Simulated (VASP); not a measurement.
Here is the system:

```
ZnCl2
1.0
    3.78954     0.00000     0.00000
    0.00000     3.78954     0.00000
    0.00000     0.00000    10.92821
Zn Cl
2 4
Cartesian
  0.00000   0.00000   0.00000
  1.89477   1.89477   5.46411
  0.00000   1.89477   1.36603
  0.00000   1.89477   6.83013
  1.89477   0.00000   4.09808
  1.89477   0.00000   9.56219
```

Calculation: LDA (Ceperley-Alder, Perdew-Zunger), VASP's LDA PAW potentials (set 64) (plane waves; VASP). Run with 300 eV cut-off, 9×9×3 Γ-centred mesh, Fermi-Dirac smearing of 0.10 eV, potentials Zn Cl.

### Question
Give the energies of bands 17 to 30 at the high-symmetry points, in eV from the valence-band maximum.

### Answer

| band | Γ | X | M | Z | R | A |
|---|---|---|---|---|---|---|
| 17 | -1.42 | -2.29 | -2.29 | -1.37 | -2.38 | -2.30 |
| 18 | -1.42 | -2.29 | -2.29 | -1.37 | -2.38 | -2.30 |
| 19 | -1.22 | -1.24 | -1.58 | -1.29 | -0.96 | -1.50 |
| 20 | -1.22 | -1.24 | -1.58 | -1.29 | -0.96 | -1.50 |
| 21 | -1.04 | -0.94 | -1.41 | -0.59 | -0.94 | -1.50 |
| 22 | -0.28 | -0.94 | -1.41 | -0.59 | -0.94 | -1.50 |
| 23 | -0.28 | -0.52 | -1.37 | -0.20 | -0.74 | -1.32 |
| 24 | -0.14 | -0.52 | -1.37 | -0.20 | -0.74 | -1.32 |
| 25 | 0.00 | -0.14 | -0.92 | -0.06 | -0.14 | -0.97 |
| 26 | 0.00 | -0.14 | -0.92 | -0.06 | -0.14 | -0.97 |
| 27 | 3.28 | 4.72 | 5.83 | 3.88 | 4.76 | 5.86 |
| 28 | 4.49 | 4.72 | 5.83 | 3.88 | 4.76 | 5.86 |
| 29 | 5.57 | 7.76 | 6.08 | 5.73 | 7.63 | 6.59 |
| 30 | 5.85 | 7.76 | 6.08 | 5.73 | 7.63 | 6.59 |

The gap is direct, 3.28 eV, from the valence maximum at Γ to the conduction minimum at Γ.

The structure comes from a measured ZnCl2 entry (P4_2/nmc) of the Crystallography Open Database, whose conditions weren't checked. The cell was not relaxed at this level.
